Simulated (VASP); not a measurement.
An input for Quantum ESPRESSO's pw.x (written as the equivalent of a VASP run, and not itself run):

```
&CONTROL
  calculation = 'vc-relax'
  pseudo_dir = './pseudo'
  outdir = './out'
  tprnfor = .true.
  tstress = .true.
  nstep = 60
  forc_conv_thr = 0.00078
/
&SYSTEM
  ibrav = 0
  nat = 3
  ntyp = 2
  ecutwfc = 86
  occupations = 'smearing'
  smearing = 'gaussian'
  degauss = 0.003675
  input_dft = 'rpbe'
/
&ELECTRONS
  conv_thr = 7.3e-08
  electron_maxstep = 100
/
&IONS
/
&CELL
/
ATOMIC_SPECIES
  Li 6.940 Li.upf
  Se 78.971 Se.upf
CELL_PARAMETERS angstrom
     0.0000000    3.0413801    3.0413801
     3.0413801   -0.0000000    3.0413801
     3.0413801    3.0413801    0.0000000
ATOMIC_POSITIONS crystal
  Li   0.2500000  0.2500000  0.2500000
  Li   0.7500000  0.7500000  0.7500000
  Se   0.0000000  0.0000000  0.0000000
K_POINTS automatic
  6 6 6 0 0 0
```

Problem. Translate this input to VASP (INCAR, KPOINTS, POSCAR, choice of POTCAR).

Solution. One answer among several that fit: 
KPOINTS:
```
Regular mesh
0
Gamma
6 6 6
0 0 0
```

**INCAR**
```
SYSTEM = Li2Se
PREC = Accurate; ENCUT = 520; LREAL = .FALSE.
LASPH = .TRUE.
EDIFF = 1E-6; NELM = 100; ALGO = Normal
LMAXMIX = 4
ISMEAR = 0; SIGMA = 0.05
GGA = RP
IBRION = 2; NSW = 60; ISIF = 3
EDIFFG = -0.02
LWAVE = .FALSE.; LCHARG = .FALSE.
```

File POSCAR:
```
Li2Se
1
    0.0000000000     3.0413801144     3.0413801144
    3.0413801144    -0.0000000000     3.0413801144
    3.0413801144     3.0413801144     0.0000000000
Li Se
2 1
Direct
  0.2500000000   0.2500000000   0.2500000000
  0.7500000000   0.7500000000   0.7500000000
  0.0000000000   0.0000000000   0.0000000000
```

POTCAR, in this order: Li_sv Se (PBE.64 set). Program: vasp_std.

What does not carry over: the potentials are each code's own (VASP's PAW set, PseudoDojo norm-conserving files in pw.x), so ENCUT and ecutwfc are chosen apart and not converted; conv_thr bounds pw.x's estimated SCF error, while EDIFF bounds the energy change between steps; forc_conv_thr acts on force components and is met together with etot_conv_thr.

The compound is Li2Se in the antifluorite structure. It was relaxed first. The start is the result of an earlier pass.
